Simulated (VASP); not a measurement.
Given:

```xyz
4
Lattice="3.4663 0.0000 0.0000 0.0000 3.4663 0.0000 0.0000 0.0000 3.4663" Properties=species:S:1:pos:R:3 pbc="T T T"
Al     0.0000     0.0000     0.0000
Ni     0.0000     1.7331     1.7331
Ni     1.7331     0.0000     1.7331
Ni     1.7331     1.7331     0.0000
```
Starting moments (μB, in the order of the record's atoms Al Ni Ni Ni): 0.0 0.2 0.2 0.2.

Computed with PBEsol GGA, VASP's PBE PAW potentials (set 64) (plane waves; VASP 6.6.1). Run with 500 eV cut-off, 9×9×9 Γ-centred mesh, first-order Methfessel-Paxton smearing of 0.10 eV, potentials Al Ni.

Energy and stress use the plane-wave basis of the starting cell.

Q: The ions, cell shape and volume at an external pressure of 20.0 GPa are relaxed. What does this cell relax into?

A: 
```xyz
4
Lattice="3.4241 0.0000 0.0000 0.0000 3.4241 0.0000 0.0000 0.0000 3.4241" Properties=species:S:1:pos:R:3 pbc="T T T"
Al     0.0000     0.0000     0.0000
Ni     0.0000     1.7120     1.7120
Ni     1.7120     0.0000     1.7120
Ni     1.7120     1.7120     0.0000
```
Space group Pm-3m (221), at a tolerance of 0.03 Å. The cell ends with 0.00 μB, on the sites 0.00 0.00 0.00 0.00 μB.

Q: How do energy and volume change from the first to the last step?

A: The energy (σ→0) changes by +34.6 meV/atom and the volume by -3.6 %, in 3 ionic steps.

The compound is Ni3Al in the L1_2 structure. This run relaxes it under an external pressure of 20 GPa. Symmetry was kept, so distortions that lower it aren't found.
